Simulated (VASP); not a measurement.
**NZnBrH2: relaxation of the atoms with PBE**

Molecule: NZnBrH2, in a box.

```
N Zn Br H
1.0
    13.00000    0.00000    0.00000
     0.00000   13.00000    0.00000
     0.00000    0.00000   12.00000
N Zn Br H
1 1 1 2
Direct
  0.43062 0.58837 0.47099
  0.51093 0.48754 0.52935
  0.61986 0.37302 0.59538
  0.38188 0.56637 0.41000
  0.38939 0.63060 0.52401
```

The cell isn't the ideal one: atoms moved at random, drawn with an rms of 0.02 Å.

```json
{
 "Program": "VASP 6.6.1",
 "Task": "relaxation of the atoms",
 "Functional": "PBE",
 "Potentials or basis": "VASP PAW PBE potentials, release 64 (N, Zn, Br, H)",
 "Cutoff": "520 eV",
 "k mesh": "1 × 1 × 1",
 "Occupations": "gaussian, width 0.01 eV",
 "Spin": "no spin polarisation",
 "Further INCAR settings": "ALGO = Fast; EDIFF = 1e-06; IBRION = 2; EDIFFG = -0.005; NSW = 60"
}
```

```yaml
Energy_gained_by_relaxing: 4.5 meV/atom
Ionic_steps: 34
Largest_force_after_relaxing: 0.004 eV/Å
Gap_between_the_frontier_levels: 4.13 eV
```

Forces in eV/Å, atoms in the order of the input:
```
N    0.000 -0.001  0.001
Zn   0.001 -0.001 -0.002
Br  -0.002  0.003  0.000
H    0.000  0.000  0.004
H    0.001 -0.001 -0.003
```

The path:
```
step  energy change (eV)  largest force (eV/Å)  pressure (GPa)
   1              0.0000                1.0576            0.05
   2              0.0807                2.8246           -0.05
   3             -0.0140                0.3629            0.02
   4             -0.0193                0.3342           -0.01
   5             -0.0193                0.3336           -0.01
   6             -0.0187                0.4810           -0.01
   7             -0.0209                0.0847           -0.01
   8             -0.0213                0.0677           -0.01
   9             -0.0214                0.1020           -0.01
  10             -0.0216                0.1003           -0.01
  11             -0.0221                0.0994           -0.01
  12             -0.0220                0.1251            0.00
  13             -0.0222                0.0995            0.00
  14             -0.0224                0.0594            0.00
  15             -0.0224                0.0389            0.00
  16             -0.0224                0.0337            0.00
  17             -0.0224                0.0262           -0.01
  18             -0.0224                0.0276            0.00
  19             -0.0225                0.0234            0.00
  20             -0.0225                0.0313            0.00
  21             -0.0225                0.0226            0.00
  22             -0.0225                0.0243            0.00
  23             -0.0225                0.0222            0.00
  24             -0.0226                0.0164            0.00
  25             -0.0226                0.0211            0.00
  26             -0.0226                0.0094            0.00
  27             -0.0226                0.0137            0.00
  28             -0.0226                0.0122            0.00
  29             -0.0226                0.0202            0.00
  30             -0.0226                0.0124            0.00
  31             -0.0226                0.0096            0.00
  32             -0.0226                0.0083            0.00
  33             -0.0226                0.0073            0.00
  34             -0.0226                0.0037            0.00
```

Final structure:
```
N Zn Br H
1.0
    13.00000    0.00000    0.00000
     0.00000   13.00000    0.00000
     0.00000    0.00000   12.00000
N Zn Br H
1 1 1 2
Cartesian
  5.6121 7.6749 5.6249
  6.6325 6.3494 6.3493
  8.0584 4.8445 7.1501
  4.9581 7.3403 4.9153
  5.0638 8.1876 6.3173
```

Levels at points of the mesh, in eV from the valence-band top:
| k point | band 9 | band 10 | band 11 | band 12 | band 13 | band 14 | band 15 | band 16 | band 17 |
| --- | --- | --- | --- | --- | --- | --- | --- | --- | --- |
| (0.00, 0.00, 0.00) | -3.11 | -2.37 | -0.98 | -0.94 | 0.00 | 4.13 | 5.20 | 5.58 | 5.93 |

Wall time 47 min on 1 thread of Intel(R) Xeon(R) Platinum 8259CL CPU @ 2.50GHz (Skylake/Cascade Lake) (shared host), peak memory 1.7 GiB.
